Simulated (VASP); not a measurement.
CaGa2As2: single point with LDA

Crystal: CaGa2As2.

```xyz
5
Lattice="1.9947 1.1516 8.3313 -1.9947 1.1516 8.3313 0.0000 -2.3032 8.3313" Properties=species:S:1:pos:R:3 pbc="T T T"
Ca    0.0000    0.0000    0.0000
Ga    0.0000    0.0000   11.2800
Ga    0.0000    0.0000   13.7139
As    0.0000    0.0000    6.4054
As    0.0000    0.0000   18.5884
```

The cell comes from a database or a generator and needn't be the stable form of this composition.

```json
{
  "Program": "VASP 6.6.1",
  "Task": "single point",
  "Functional": "LDA",
  "Potentials or basis": "VASP PAW LDA potentials, release 64 (Ca_sv, Ga_d, As)",
  "Cutoff": "520 eV",
  "k mesh": "5 × 5 × 5",
  "Occupations": "gaussian, width 0.01 eV",
  "Spin": "no spin polarisation"
}
```

```yaml
Pressure: -2.6 GPa
Largest_force: 0.074 eV/Å
Band_gap_on_the_k_mesh: 0.65 eV, indirect (least direct gap 0.79 eV)
```

Forces on the atoms (eV/Å):
```
Ca   0.000  0.000  0.000
Ga   0.000  0.000 -0.074
Ga   0.000  0.000  0.074
As   0.000  0.000  0.048
As   0.000  0.000 -0.048
```

Stress tensor (GPa, compression positive):
```
-2.38  0.00  0.00
 0.00 -2.38  0.00
 0.00  0.00 -3.17
```

Levels at points of the mesh, in eV from the valence-band top:
```
           k point  band 21  band 22  band 23  band 24  band 25  band 26
(0.00, 0.00, 0.00)    -1.19    -0.85    -0.85     1.08     1.30     2.56
```

Wall time 6.2 min on 1 thread of AMD EPYC 9R45 (Zen 5), on a shared host, peak memory 0.41 GiB.

Caveat: an odd mesh through Γ misses points on the zone boundary, where band edges often lie. As with any semilocal functional, this LDA gap is likely too small.
